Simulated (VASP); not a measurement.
The system is MgScAlO4.

```xyz
7
Lattice="1.6343 0.9436 8.3567 -1.6343 0.9436 8.3567 0.0000 -1.8871 8.3567" Properties=species:S:1:pos:R:3 pbc="T T T"
Mg    0.0000    0.0000   19.6337
Sc    0.0000    0.0000   24.9547
Al    0.0000    0.0000    5.3470
O     0.0000    0.0000   22.0364
O     0.0000    0.0000    3.4652
O     0.0000    0.0000   17.6272
O     0.0000    0.0000    7.2082
```

The cell comes from a database or a generator and needn't be the stable form of this composition.

| Quantity | Value |
| --- | --- |
| Program | VASP 6.6.1 |
| Task | relaxation of cell and atoms |
| Functional | LDA |
| Potentials or basis | VASP PAW LDA potentials, release 64 (Mg, Sc_sv, Al, O) |
| Cutoff | 560 eV |
| k mesh | 6 × 6 × 6 |
| Occupations | fermi-dirac, width 0.05 eV |
| Spin | no spin polarisation |

At the start: pressure -9.8 GPa; volume 11.05 Å³/atom.

Problem. How do energy, volume and symmetry change on relaxing?

Solution. Over 14 steps the energy falls by 20.2 meV/atom and the volume is 10.42 Å³/atom (-5.6 %); space group R3m (No. 160, to 0.05 Å).

The path:
```tsv
step	energy change (eV)	largest force (eV/Å)	pressure (GPa)	volume (Å³)
1	0.0000	0.1601	-9.79	77.32
2	-0.0530	0.5002	9.05	70.01
3	-0.1377	0.2018	-0.09	73.08
4	-0.1376	0.2074	0.12	73.00
5	-0.1401	0.1116	0.23	72.90
6	-0.1401	0.1217	0.21	72.90
7	-0.1409	0.0324	-0.15	73.00
8	-0.1409	0.0349	-0.09	72.99
9	-0.1410	0.0202	0.01	72.94
10	-0.1410	0.0195	0.08	72.93
11	-0.1410	0.0194	0.03	72.94
12	-0.1410	0.0111	0.02	72.94
13	-0.1410	0.0175	0.02	72.94
14	-0.1411	0.0098	-0.05	72.96
```

Final structure:
```yaml
crystal:
  lattice:
    - [1.60460, 0.92641, 8.18023]
    - [-1.60460, 0.92641, 8.18023]
    - [0.00000, -1.85283, 8.18023]
  atoms:
    - { symbol: Mg, position: [0.78280, 0.78280, 0.78280] }
    - { symbol: Sc, position: [0.99580, 0.99580, 0.99580] }
    - { symbol: Al, position: [0.21320, 0.21320, 0.21320] }
    - { symbol: O, position: [0.87889, 0.87889, 0.87889] }
    - { symbol: O, position: [0.13769, 0.13769, 0.13769] }
    - { symbol: O, position: [0.70334, 0.70334, 0.70334] }
    - { symbol: O, position: [0.28798, 0.28798, 0.28798] }
```
